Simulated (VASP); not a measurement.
Crystal: TiN.

```
CELL_PARAMETERS angstrom
0.00000 2.12000 2.12000
2.12000 0.00000 2.12000
2.12000 2.12000 0.00000
ATOMIC_POSITIONS crystal
Ti 0.00000 0.00000 0.00000
N 0.50000 0.50000 0.50000
```

The cell was built by a generator and needn't be a form met in nature.

| Quantity | Value |
| --- | --- |
| Program | VASP 6.6.1 |
| Task | relaxation of cell and atoms |
| Functional | LDA |
| Potentials or basis | VASP PAW LDA potentials, release 64 (Ti_sv, N) |
| Cutoff | 600 eV |
| k mesh | 16 × 16 × 16 |
| Occupations | methfessel-paxton, width 0.15 eV |
| Spin | no spin polarisation |

At the start: pressure -13.2 GPa; volume 9.53 Å³/atom.

Q: Where does the relaxation end?

A: Over 3 steps the energy falls by 18.3 meV/atom and the volume is 9.11 Å³/atom (-4.4 %); space group Fm-3m (No. 225, to 0.05 Å).

Step by step:
```csv
step,energy change (eV),largest force (eV/Å),pressure (GPa),volume (Å³)
1,0.0000,0.0000,-13.23,19.06
2,0.0574,0.0000,25.86,16.97
3,-0.0365,0.0000,-0.28,18.22
```

Final structure:
```xyz
2
Lattice="0.0000 2.0885 2.0885 2.0885 0.0000 2.0885 2.0885 2.0885 0.0000" Properties=species:S:1:pos:R:3 pbc="T T T"
Ti    0.0000    0.0000    0.0000
N     2.0885    2.0885    2.0885
```
